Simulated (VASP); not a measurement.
Calculation: PBEsol GGA, VASP's PBE PAW potentials (set 64) (plane waves; VASP).

VASP ran on this input.

### INCAR
```
SYSTEM  =  Ir
PREC  =  Accurate; ENCUT  =  500; LREAL  =  .False.
LASPH  =  .True.
EDIFF  =  1E-6; NELM  =  100; ALGO  =  Normal
LMAXMIX  =  6
ISMEAR  =  1; SIGMA  =  0.1
GGA  =  PS
IBRION  =  2; NSW  =  40; ISIF  =  3
EDIFFG  =  -0.02; PSTRESS  =  100
LWAVE  =  .False.; LCHARG  =  .False.
```

File POSCAR:
```
Ir
1
    0.0000000000     1.9093555577     1.9093555577
    1.9093555577     0.0000000000     1.9093555577
    1.9093555577     1.9093555577     0.0000000000
Ir
1
Direct
  0.0000000000   0.0000000000   0.0000000000
```

File KPOINTS:
```
Automatic mesh
0
Gamma
16 16 16
0 0 0
```

POTCAR, in this order: Ir (PBE.64 set). Program: vasp_std.

The run wrote:

File OSZICAR:
```
       N       E                     dE             d eps       ncg     rms          rms(c)
DAV:   1     0.417639916089E+02    0.41764E+02   -0.43995E+03  2336   0.988E+02
DAV:   2    -0.983783548026E+01   -0.51602E+02   -0.50293E+02  2336   0.208E+02
DAV:   3    -0.104243921810E+02   -0.58656E+00   -0.58606E+00  3272   0.297E+01
DAV:   4    -0.104283555882E+02   -0.39634E-02   -0.39629E-02  3016   0.182E+00
DAV:   5    -0.104283833850E+02   -0.27797E-04   -0.27798E-04  3392   0.987E-02    0.165E+01
DAV:   6    -0.991138638161E+01    0.51700E+00   -0.10669E+00  2736   0.144E+01    0.666E+00
DAV:   7    -0.981418067853E+01    0.97206E-01   -0.33071E-01  3064   0.738E+00    0.156E+00
DAV:   8    -0.980896783933E+01    0.52128E-02   -0.16533E-03  2488   0.634E-01    0.809E-01
DAV:   9    -0.980678732261E+01    0.21805E-02   -0.15203E-03  2952   0.676E-01    0.242E-02
DAV:  10    -0.980678884635E+01   -0.15237E-05   -0.55812E-06  3136   0.294E-02    0.715E-03
DAV:  11    -0.980678980547E+01   -0.95912E-06   -0.49822E-07  2256   0.583E-03
   1 F= -.89378697E+01 E0= -.89377750E+01  d E =-.893787E+01
       N       E                     dE             d eps       ncg     rms          rms(c)
DAV:   1    -0.989412322383E+01   -0.87334E-01   -0.78511E+00  2504   0.469E+01    0.598E+00
DAV:   2    -0.972164598339E+01    0.17248E+00   -0.38768E-01  2632   0.897E+00    0.157E+00
DAV:   3    -0.969855669423E+01    0.23089E-01   -0.93781E-02  2816   0.407E+00    0.364E-01
DAV:   4    -0.969863038301E+01   -0.73689E-04   -0.79508E-04  3168   0.289E-01    0.174E-01
DAV:   5    -0.969878633910E+01   -0.15596E-03   -0.49479E-04  3056   0.174E-01    0.909E-03
DAV:   6    -0.969879911246E+01   -0.12773E-04   -0.88762E-06  3152   0.235E-02    0.312E-03
DAV:   7    -0.969879945060E+01   -0.33814E-06   -0.22601E-07  1768   0.365E-03
   2 F= -.88846282E+01 E0= -.88845145E+01  d E =0.532415E-01
       N       E                     dE             d eps       ncg     rms          rms(c)
DAV:   1    -0.992935051327E+01   -0.23055E+00   -0.52300E+00  2512   0.384E+01    0.369E+00
DAV:   2    -0.981338339670E+01    0.11597E+00   -0.29229E-01  2544   0.751E+00    0.164E+00
DAV:   3    -0.979937888499E+01    0.14005E-01   -0.61831E-02  2872   0.318E+00    0.477E-01
DAV:   4    -0.979931030854E+01    0.68576E-04   -0.88320E-04  3080   0.332E-01    0.125E-01
DAV:   5    -0.979934770222E+01   -0.37394E-04   -0.77037E-05  3368   0.661E-02    0.203E-02
DAV:   6    -0.979935519425E+01   -0.74920E-05   -0.34935E-06  3016   0.121E-02    0.132E-03
DAV:   7    -0.979935518467E+01    0.95805E-08   -0.42147E-08  1232   0.220E-03
   3 F= -.89405602E+01 E0= -.89404608E+01  d E =-.269050E-02
```

File OUTCAR:
```
------------------------ aborting loop because EDIFF is reached ----------------------------------------
  FORCE on cell =-STRESS in cart. coord.  units (eV):
  Direction    XX          YY          ZZ          XY          YZ          ZX
  --------------------------------------------------------------------------------------
  Total        0.8484673      0.8484673      0.8484673      0.0000000      0.0000000      0.0000000
  in kB       98.7974163     98.7974163     98.7974163      0.0000000      0.0000000      0.0000000
  external PRESSURE =      -1.2025837 kB  Pullay stress =     100.0000000 kB
  volume of cell :       13.76
      direct lattice vectors                 reciprocal lattice vectors
     0.000000000  1.901910288  1.901910288    -0.262893578  0.262893578  0.262893578
     1.901910288  0.000000000  1.901910288     0.262893578 -0.262893578  0.262893578
     1.901910288  1.901910288 -0.000000000     0.262893578  0.262893578 -0.262893578
 POSITION                                       TOTAL-FORCE (eV/Angst)
 -----------------------------------------------------------------------------------
      0.00000      0.00000      0.00000         0.000000      0.000000      0.000000
 -----------------------------------------------------------------------------------
    total drift:                               -0.000000     -0.000000     -0.000000
  FREE ENERGIE OF THE ION-ELECTRON SYSTEM (eV)
  ---------------------------------------------------
  free  energy   TOTEN  =        -9.7993551847 eV

  energy  without entropy=       -9.7990570762  energy(sigma->0) =       -9.79925582
  enthalpy is  TOTEN    =        -8.9405602060 eV   P V=        0.8587949787

 reached required accuracy - stopping structural energy minimisation
```
(Selected blocks of OUTCAR.)

CONTCAR:
```
Ir
   1.00000000000000
     0.0000000000000000    1.9019102882950785    1.9019102882950785
     1.9019102882950785    0.0000000000000000    1.9019102882950785
     1.9019102882950785    1.9019102882950785   -0.0000000000000000
  Ir
     1
Direct
     0.0000000000000000    0.0000000000000000    0.0000000000000000
```

The compound is Ir in the fcc structure. This run relaxes it under an external pressure of 10 GPa. Symmetry was kept, so distortions that lower it aren't found.
